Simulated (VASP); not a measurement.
# Ga15NiN16 (a cell with a defect) in VASP: a series of runs, part 3 of 3

VASP 6.6.1. The steps go on from the part before.

## (7) Relaxation of the atoms, PBEsol+U, collinear spin, ferromagnetic start

The input, INCAR:

```
  PREC = Accurate
  ENCUT = 450
  EDIFF = 1E-5
  ISMEAR = 0
  SIGMA = 0.03
  LREAL = Auto
  LASPH = T
  NELM = 120
  ALGO = Normal
  ISIF = 2
  LWAVE = F
  LCHARG = F
  ISPIN = 2
  MAGMOM = 3 0 0 0 0 0 0 0 0 0 0 0 0 0 0 0 0 0 0 0 0 0 0 0 0 0 0 0 0 0 0 0
  LORBIT = 11
  LMAXMIX = 4
  LDAU = T
  LDAUTYPE = 2
  LDAUL = 2 -1 -1
  LDAUU = 5 0 0
  LDAUJ = 0 0 0
  LDAUPRINT = 1
  GGA = PS
  IBRION = 2
  NSW = 40
  EDIFFG = -0.03
  KPAR = 4
```

The input, KPOINTS:

```
Automatic mesh
0
Gamma
  3 3 2
```

The input, POSCAR:

```
Ga15NiN16
1.0
    6.3800000000      0.0000000000      0.0000000000
   -3.1900000000      5.5252420762      0.0000000000
    0.0000000000      0.0000000000     10.3780000000
Ni Ga N
1 15 16
Direct
    0.3333333333      0.1666666667      0.0000000000
    0.3333333333      0.1666666667      0.5000000000
    0.3333333333      0.6666666667      0.0000000000
    0.3333333333      0.6666666667      0.5000000000
    0.8333333333      0.1666666667      0.0000000000
    0.8333333333      0.1666666667      0.5000000000
    0.8333333333      0.6666666667      0.0000000000
    0.8333333333      0.6666666667      0.5000000000
    0.1666666667      0.3333333333      0.2500000000
    0.1666666667      0.3333333333      0.7500000000
    0.1666666667      0.8333333333      0.2500000000
    0.1666666667      0.8333333333      0.7500000000
    0.6666666667      0.3333333333      0.2500000000
    0.6666666667      0.3333333333      0.7500000000
    0.6666666667      0.8333333333      0.2500000000
    0.6666666667      0.8333333333      0.7500000000
    0.3333333333      0.1666666667      0.1875000000
    0.3333333333      0.1666666667      0.6875000000
    0.3333333333      0.6666666667      0.1875000000
    0.3333333333      0.6666666667      0.6875000000
    0.8333333333      0.1666666667      0.1875000000
    0.8333333333      0.1666666667      0.6875000000
    0.8333333333      0.6666666667      0.1875000000
    0.8333333333      0.6666666667      0.6875000000
    0.1666666667      0.3333333333      0.4375000000
    0.1666666667      0.3333333333      0.9375000000
    0.1666666667      0.8333333333      0.4375000000
    0.1666666667      0.8333333333      0.9375000000
    0.6666666667      0.3333333333      0.4375000000
    0.6666666667      0.3333333333      0.9375000000
    0.6666666667      0.8333333333      0.4375000000
    0.6666666667      0.8333333333      0.9375000000
```

Started as:

```console
$ cat potpaw_PBE.64/Ni/POTCAR potpaw_PBE.64/Ga_d/POTCAR potpaw_PBE.64/N/POTCAR > POTCAR
$ mpirun -np 4 vasp_std > vasp.out
```

It took 15 min on 4 MPI ranks of Intel Xeon 6975P-C (Granite Rapids), shared host; peak memory 0.86 GiB.

Results (log left out):

| Quantity | Value |
| --- | --- |
| Free energy | -207.3059 eV |
| Energy gained by relaxing | 0.9 meV/atom |
| Ionic steps | 6 |
| Largest force after relaxing | 0.024 eV/Å |
| Band gap on the k mesh | 0.79 eV, indirect (least direct gap 0.90 eV) |
| Net moment | 3.00 μB per cell |
| Site moments | Ni +1.85; Ga -0.00, +0.01, +0.00; N +0.15, +0.00, +0.01, +0.17 μB |
| Valence electrons inside the program's atomic spheres | Ni 9.33; Ga 11.88, 11.86, 11.87; N 3.69, 3.72, 3.71 |

Forces in eV/Å, atoms in the order of the input:
```
Ni   0.000  0.000 -0.007
Ga   0.000  0.000 -0.014
Ga   0.013  0.007  0.004
Ga  -0.008 -0.004  0.007
Ga   0.000 -0.015  0.004
Ga   0.000  0.009  0.007
Ga  -0.013  0.007  0.004
Ga   0.008 -0.004  0.007
Ga  -0.006  0.004 -0.015
Ga   0.002 -0.001  0.004
Ga   0.000 -0.007 -0.015
Ga   0.000  0.002  0.004
Ga   0.006  0.004 -0.015
Ga  -0.002 -0.001  0.004
Ga   0.000  0.000  0.015
Ga   0.000  0.000 -0.011
N    0.000  0.000 -0.008
N    0.000  0.000  0.007
N    0.001  0.001 -0.003
N   -0.006 -0.003  0.004
N    0.000 -0.002 -0.003
N    0.000  0.007  0.004
N   -0.001  0.001 -0.003
N    0.006 -0.003  0.004
N   -0.004  0.002 -0.016
N   -0.019  0.011  0.010
N    0.000 -0.004 -0.016
N    0.000 -0.022  0.010
N    0.004  0.002 -0.016
N    0.019  0.011  0.010
N    0.000  0.000  0.024
N    0.000  0.000  0.005
```

The path:
```csv
step,energy change (eV),largest force (eV/Å),pressure (GPa)
1,0.0000,0.3442,-2.84
2,-0.0253,0.1106,-2.88
3,-0.0253,0.1079,-2.88
4,-0.0284,0.0650,-2.90
5,-0.0284,0.0617,-2.93
6,-0.0294,0.0238,-2.93
```

Final structure:
```
CELL_PARAMETERS angstrom
6.38000 0.00000 0.00000
-3.19000 5.52524 0.00000
0.00000 0.00000 10.37800
ATOMIC_POSITIONS crystal
Ni 0.33333 0.16667 0.99972
Ga 0.33333 0.16667 0.49927
Ga 0.33432 0.66716 0.00004
Ga 0.33320 0.66660 0.49938
Ga 0.83284 0.16568 0.00004
Ga 0.83340 0.16680 0.49938
Ga 0.83284 0.66716 0.00004
Ga 0.83340 0.66660 0.49938
Ga 0.16695 0.33305 0.24844
Ga 0.16730 0.33270 0.75024
Ga 0.16695 0.83390 0.24844
Ga 0.16730 0.83459 0.75024
Ga 0.66610 0.33305 0.24844
Ga 0.66541 0.33270 0.75024
Ga 0.66667 0.83333 0.24955
Ga 0.66667 0.83333 0.74976
N 0.33333 0.16667 0.18545
N 0.33333 0.16667 0.68727
N 0.33353 0.66676 0.18815
N 0.33308 0.66654 0.68830
N 0.83324 0.16647 0.18815
N 0.83346 0.16692 0.68830
N 0.83324 0.66676 0.18815
N 0.83346 0.66654 0.68830
N 0.16678 0.33322 0.43754
N 0.16828 0.33172 0.93887
N 0.16678 0.83356 0.43754
N 0.16828 0.83655 0.93887
N 0.66644 0.33322 0.43754
N 0.66345 0.33172 0.93887
N 0.66667 0.83333 0.43812
N 0.66667 0.83333 0.93798
```

Levels at points of the mesh, in eV from the valence-band top:
Spin up:
```
           k point  band 140  band 141  band 142  band 143  band 144  band 145  band 146  band 147  band 148  band 149
(0.00, 0.00, 0.00)     -0.51     -0.51     -0.10      0.00      0.00      1.74      3.97      3.99      4.08      4.11
(0.00, 0.00, 0.50)     -0.87     -0.36     -0.36     -0.05     -0.05      2.87      2.96      4.03      4.03      4.06
```
Spin down:
| k point | band 139 | band 140 | band 141 | band 142 | band 143 | band 144 |
| --- | --- | --- | --- | --- | --- | --- |
| (0.00, 0.00, 0.00) | -0.59 | -0.33 | -0.33 | 1.14 | 1.57 | 1.57 |
| (0.00, 0.00, 0.50) | -0.65 | -0.33 | -0.33 | 0.85 | 1.55 | 1.55 |

Eigenvalues of the final occupation matrices:
```csv
site,spin,trace,eigenvalues
site 1 d,1,5.00,0.98 0.98 1.01 1.01 1.01
site 1 d,2,3.25,0.43 0.43 0.44 0.98 0.98
```

Caveat: the cutoff is under 1.25 times the usual one of these potentials, so pressure, stress and relaxed cells hold a basis-set (Pulay) error; the PAW data sets were made with another functional, which shifts forces and pressure a little. The state reached can hang on the start; a lower one may exist.

## (8) Summary

| task | fixed moment (μB) | cell | mesh quality | gap on the mesh (eV) | moment (μB) | largest force (eV/Å) |
| --- | --- | --- | --- | --- | --- | --- |
| single point | - | as given | not flagged | 0.75 | 3.00 | 0.34 |
| single point | 3 | as given | coarse | - | 3.00 | 0.34 |
| single point | 1 | as given | coarse | - | 1.00 | 0.40 |
| relaxation of the atoms | - | atoms relaxed | not flagged | 0.79 | 3.00 | 0.02 |

Alike in all rows: level PBEsol+U; potentials or basis VASP PAW PBE potentials, release 64 (Ni, Ga_d, N); spin collinear, ferromagnetic start; Ni d U = 5 eV; k mesh 3 × 3 × 2; cutoff (eV) 450; smearing gaussian 0.03 eV.

Caveats: some runs use coarse meshes; the cutoff is under 1.25 times the usual one of these potentials, so pressure, stress and relaxed cells hold a basis-set (Pulay) error; the PAW data sets were made with another functional, which shifts forces and pressure a little; the cell's inner coordinates are idealised or old, which leaves forces on the atoms (some runs); the total moment is fixed, so each spin has its own Fermi level (some runs).

Absolute energies hang on the potentials; compare differences alone.
